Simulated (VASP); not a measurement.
In3SbO4:

```
In Sb O
1.0
     3.26900    0.00000    0.00000
     0.00000    3.42300    0.00000
     0.00000    0.00000   11.03100
In Sb O
3 1 4
Direct
  0.50000 0.50000 0.12655
  0.00000 0.50000 0.88850
  0.00000 0.00000 0.36624
  0.50000 0.00000 0.63177
  0.50000 0.00000 0.81625
  0.50000 0.50000 0.33333
  0.00000 0.50000 0.66930
  0.00000 0.00000 0.16798
```

The cell was built by a generator and needn't be a form met in nature.

| Item | Value |
| --- | --- |
| Program | VASP 6.6.1 |
| Task | relaxation of cell and atoms |
| Functional | PBE |
| Potentials or basis | VASP PAW PBE potentials, release 64 (In_d, Sb, O) |
| Cutoff | 520 eV |
| k mesh | 10 × 8 × 4 |
| Occupations | gaussian, width 0.1 eV |
| Spin | no spin polarisation |

At the start: pressure 1.0 GPa; volume 15.43 Å³/atom.

**Question.** How do energy, volume and symmetry change on relaxing?

**Answer.** Over 17 steps the energy falls by 5.2 meV/atom and the volume is 15.55 Å³/atom (+0.8 %); space group Pmm2 (No. 25, to 0.05 Å).

Step by step:
```tsv
step	energy change (eV)	largest force (eV/Å)	pressure (GPa)	volume (Å³)
1	0.0000	0.3492	0.99	123.43
2	-0.0216	0.3126	-0.96	125.15
3	-0.0217	0.3108	-1.02	125.19
4	-0.0372	0.1075	-0.32	124.52
5	-0.0377	0.1079	-0.18	124.39
6	-0.0390	0.0781	0.17	124.10
7	-0.0390	0.0781	0.20	124.08
8	-0.0397	0.0516	-0.04	124.29
9	-0.0397	0.0461	-0.10	124.33
10	-0.0402	0.0339	-0.04	124.24
11	-0.0405	0.0365	0.08	124.09
12	-0.0408	0.0390	0.00	124.23
13	-0.0410	0.0431	-0.11	124.41
14	-0.0412	0.0287	0.01	124.34
15	-0.0412	0.0280	0.03	124.34
16	-0.0412	0.0144	0.00	124.36
17	-0.0413	0.0078	-0.03	124.38
```

Final structure:
```yaml
crystal:
  lattice:
    - [3.27794, 0.00000, 0.00000]
    - [0.00000, 3.44363, 0.00000]
    - [0.00000, 0.00000, 11.01918]
  atoms:
    - { symbol: In, position: [0.50000, 0.50000, 0.12798] }
    - { symbol: In, position: [0.00000, 0.50000, 0.88540] }
    - { symbol: In, position: [0.00000, 0.00000, 0.36764] }
    - { symbol: Sb, position: [0.50000, 0.00000, 0.63173] }
    - { symbol: O, position: [0.50000, 0.00000, 0.81927] }
    - { symbol: O, position: [0.50000, 0.50000, 0.32810] }
    - { symbol: O, position: [0.00000, 0.50000, 0.67493] }
    - { symbol: O, position: [0.00000, 0.00000, 0.16487] }
```
